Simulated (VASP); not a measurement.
The input files of a VASP run:

**POSCAR**
```
TlBiS2
1
    2.0390158168     1.1772263175     7.2360461195
   -2.0390158168     1.1772263175     7.2360461195
    0.0000000000    -2.3544526350     7.2360461195
Tl Bi S
1 1 2
Direct
  0.5000000000   0.5000000000   0.5000000000
  0.0000000000   0.0000000000   0.0000000000
  0.2610122577   0.2610122577   0.2610122577
  0.7389877423   0.7389877423   0.7389877423
```

**INCAR**
```
SYSTEM = TlBiS2
PREC = Accurate
ENCUT = 400
EDIFF = 1E-7
NELM = 100
ALGO = Normal
LREAL = .FALSE.
LASPH = .TRUE.
ISMEAR = -5
GGA = PS
LMAXMIX = 4
LWAVE = .FALSE.
LCHARG = .TRUE.
LORBIT = 11
NEDOS = 601
ISIF = 2
LEFG = .TRUE.
```

**KPOINTS**
```
Automatic mesh
0
Gamma
7 7 7
0 0 0
```

POTCAR, in this order: Tl_d Bi_d S (PBE.64 set). Program: vasp_std.

### Question
Write an equivalent input for Quantum ESPRESSO's pw.x.

### Answer
One equivalent input (not run):
```
&CONTROL
  calculation = 'scf'
  pseudo_dir = './pseudo'
  outdir = './out'
  tprnfor = .true.
  tstress = .true.
/
&SYSTEM
  ibrav = 0
  nat = 4
  ntyp = 3
  ecutwfc = 66
  occupations = 'tetrahedra'
  input_dft = 'pbesol'
/
&ELECTRONS
  conv_thr = 7.3e-09
  electron_maxstep = 100
/
ATOMIC_SPECIES
  Tl 204.380 Tl.upf
  Bi 208.980 Bi.upf
  S 32.060 S.upf
CELL_PARAMETERS angstrom
     2.0390158    1.1772263    7.2360461
    -2.0390158    1.1772263    7.2360461
     0.0000000   -2.3544526    7.2360461
ATOMIC_POSITIONS crystal
  Tl   0.5000000  0.5000000  0.5000000
  Bi   0.0000000  0.0000000  0.0000000
  S    0.2610123  0.2610123  0.2610123
  S    0.7389877  0.7389877  0.7389877
K_POINTS automatic
  7 7 7 0 0 0
```
Limits of the translation: the potentials are each code's own (VASP's PAW set, PseudoDojo norm-conserving files in pw.x), so ENCUT and ecutwfc are chosen apart and not converted; conv_thr bounds pw.x's estimated SCF error, while EDIFF bounds the energy change between steps; the field gradients of LEFG aren't asked of the other code.

The structure comes from a computed database's TlBiS2 entry (R-3m); how it stands against other phases isn't given here. It was relaxed first.
